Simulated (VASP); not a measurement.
Output of a VASP run:

File OUTCAR:
```
 ion  position               nearest neighbor table
   1  0.250  0.250  0.250-   2 1.85   2 1.85   2 1.85   2 1.85
   2  0.000  0.000  0.000-   1 1.85   1 1.85   1 1.85   1 1.85
  LATTYP: Found a face centered cubic cell.
 ALAT       =     4.2786660000
 Subroutine PRICEL returns:
 Original cell was already a primitive cell.
 Subroutine GETGRP returns: Found 24 space group operations
The static configuration has the point symmetry T_d .
The dynamic configuration has the point symmetry T_d .
 Subroutine INISYM returns: Found 24 space group operations
 Subroutine IBZKPT returns following result:
 Found     84 irreducible k-points:

 Following reciprocal coordinates:
            Coordinates               Weight
  0.000000  0.000000  0.000000      1.000000
  0.076923  0.000000  0.000000      8.000000
  0.153846  0.000000  0.000000      8.000000
  0.230769  0.000000  0.000000      8.000000
  0.307692  0.000000  0.000000      8.000000
  0.384615  0.000000  0.000000      8.000000
  0.461538  0.000000  0.000000      8.000000
  0.076923  0.076923  0.000000      6.000000
  0.153846  0.076923  0.000000     24.000000
  0.230769  0.076923  0.000000     24.000000
  0.307692  0.076923  0.000000     24.000000
  0.384615  0.076923  0.000000     24.000000
  0.461538  0.076923  0.000000     24.000000
 -0.461538  0.076923  0.000000     24.000000
 -0.384615  0.076923  0.000000     24.000000
 -0.307692  0.076923  0.000000     24.000000
 -0.230769  0.076923  0.000000     24.000000
 -0.153846  0.076923  0.000000     24.000000
 -0.076923  0.076923  0.000000     12.000000
  0.153846  0.153846  0.000000      6.000000
  0.230769  0.153846  0.000000     24.000000
  0.307692  0.153846  0.000000     24.000000
  0.384615  0.153846  0.000000     24.000000
  0.461538  0.153846  0.000000     24.000000
 -0.461538  0.153846  0.000000     24.000000
 -0.384615  0.153846  0.000000     24.000000
 -0.307692  0.153846  0.000000     24.000000
 -0.230769  0.153846  0.000000     24.000000
 -0.153846  0.153846  0.000000     12.000000
  0.230769  0.230769  0.000000      6.000000
  0.307692  0.230769  0.000000     24.000000
  0.384615  0.230769  0.000000     24.000000
  0.461538  0.230769  0.000000     24.000000
 -0.461538  0.230769  0.000000     24.000000
 -0.384615  0.230769  0.000000     24.000000
 -0.307692  0.230769  0.000000     24.000000
 -0.230769  0.230769  0.000000     12.000000
  0.307692  0.307692  0.000000      6.000000
  0.384615  0.307692  0.000000     24.000000
  0.461538  0.307692  0.000000     24.000000
   k-points           NKPTS =     84   k-points in BZ     NKDIM =     84   number of bands    NBANDS=      8
   number of dos      NEDOS =    301   number of ions     NIONS =      2
   total plane-waves  NPLWV =   8000
   dimension x,y,z NGX =    20 NGY =   20 NGZ =   20
   dimension x,y,z NGXF=    40 NGYF=   40 NGZF=   40
   ions per type =               1   1
   PREC   = accura    normal or accurate (medium, high low for compatibility)
   ISTART =      0    job   : 0-new  1-cont  2-samecut
   ICHARG =      2    charge: 1-file 2-atom 10-const
   ISPIN  =      1    spin polarized calculation?
   LNONCOLLINEAR =      F non collinear calculations
   LSORBIT =      F    spin-orbit coupling
   INIWAV =      1    electr: 0-lowe 1-rand  2-diag
   ENCUT  =  400.0 eV  29.40 Ry    5.42 a.u.   4.93  4.93  4.93*2*pi/ulx,y,z
   NELM   =    100;   NELMIN=  2; NELMDL= -5     # of ELM steps
   EDIFF  = 0.1E-05   stopping-criterion for ELM
   LREAL  =      F    real-space projection
   NLSPLINE    = F    spline interpolate recip. space projectors
   LMAXMIX     =    2 max onsite mixed and CHGCAR
   VOSKOWN=      0    Vosko Wilk Nusair interpolation
   EDIFFG = 0.1E-04   stopping-criterion for IOM
   NSW    =      0    number of steps for IOM
   NBLOCK =      1;   KBLOCK =      1    inner block; outer block
   IBRION =     -1    ionic relax: 0-MD 1-quasi-New 2-CG
...
```

File OSZICAR:
```
       N       E                     dE             d eps       ncg     rms          rms(c)
DAV:   1     0.165587498981E+01    0.16559E+01   -0.36170E+03  1384   0.740E+02
DAV:   2    -0.166735898507E+02   -0.18329E+02   -0.16635E+02  2008   0.911E+01
DAV:   3    -0.169914085592E+02   -0.31782E+00   -0.31782E+00  1616   0.149E+01
DAV:   4    -0.169921825879E+02   -0.77403E-03   -0.77403E-03  2096   0.747E-01
DAV:   5    -0.169921828693E+02   -0.28142E-06   -0.28142E-06  1568   0.112E-02    0.938E+00
DAV:   6    -0.150769114193E+02    0.19153E+01   -0.75675E+00  1448   0.159E+01    0.421E+00
DAV:   7    -0.150024691729E+02    0.74442E-01   -0.43035E-01  2112   0.453E+00    0.190E+00
DAV:   8    -0.149944480754E+02    0.80211E-02   -0.19531E-02  1368   0.127E+00    0.154E-01
DAV:   9    -0.149947244477E+02   -0.27637E-03   -0.68151E-04  2152   0.231E-01    0.105E-01
DAV:  10    -0.149948227743E+02   -0.98327E-04   -0.17370E-04  1736   0.109E-01    0.214E-02
DAV:  11    -0.149948235840E+02   -0.80972E-06   -0.28987E-05  1720   0.341E-02    0.492E-03
DAV:  12    -0.149948238336E+02   -0.24954E-06   -0.10595E-06  1056   0.828E-03
   1 F= -.14994824E+02 E0= -.14994824E+02  d E =-.146070E-33
```

### OUTCAR
```
------------------------ aborting loop because EDIFF is reached ----------------------------------------
  FORCE on cell =-STRESS in cart. coord.  units (eV):
  Direction    XX          YY          ZZ          XY          YZ          ZX
  --------------------------------------------------------------------------------------
  Total        1.9270057      1.9270057      1.9270057     -0.0000000     -0.0000000     -0.0000000
  in kB      157.6625019    157.6625019    157.6625019     -0.0000000     -0.0000000     -0.0000000
  external PRESSURE =     157.6625019 kB  Pullay stress =       0.0000000 kB
  volume of cell :       19.58
      direct lattice vectors                 reciprocal lattice vectors
     0.000000000  2.139333000  2.139333000    -0.233717705  0.233717705  0.233717705
     2.139333000  0.000000000  2.139333000     0.233717705 -0.233717705  0.233717705
     2.139333000  2.139333000  0.000000000     0.233717705  0.233717705 -0.233717705
  FREE ENERGIE OF THE ION-ELECTRON SYSTEM (eV)
  ---------------------------------------------------
  free  energy   TOTEN  =       -14.9948238336 eV

  energy  without entropy=      -14.9948238336  energy(sigma->0) =      -14.99482383
```
(Selected blocks of OUTCAR.)

POSCAR:
```
SiC
1
    0.0000000000     2.1393330000     2.1393330000
    2.1393330000     0.0000000000     2.1393330000
    2.1393330000     2.1393330000     0.0000000000
Si C
1 1
Direct
  0.2500000000   0.2500000000   0.2500000000
  0.0000000000   0.0000000000   0.0000000000
```

Q: Write an INCAR and KPOINTS that could have produced this output.

A: Several could match; the one computed here: the input of the run itself, PBE GGA, plane waves, VASP's PBE PAW potentials (set 64).

INCAR:
```
SYSTEM=SiC
PREC=Accurate; ENCUT=400; LREAL=.FALSE.
LASPH=.TRUE.
EDIFF=1E-6; NELM=100; ALGO=Normal
ISMEAR=0; SIGMA=0.01
GGA=PE
ISIF=2
LWAVE=.FALSE.; LCHARG=.FALSE.
```

**KPOINTS**
```
Automatic mesh
0
Gamma
13 13 13
0 0 0
```

POTCAR, in this order: Si C (PBE.64 set). Program: vasp_std.

At this cut-off the stress carries a Pulay error, which pulls relaxed volumes low.

The structure comes from a computed database's SiC entry; how it stands against other phases isn't given here. The cell was not relaxed at this level.
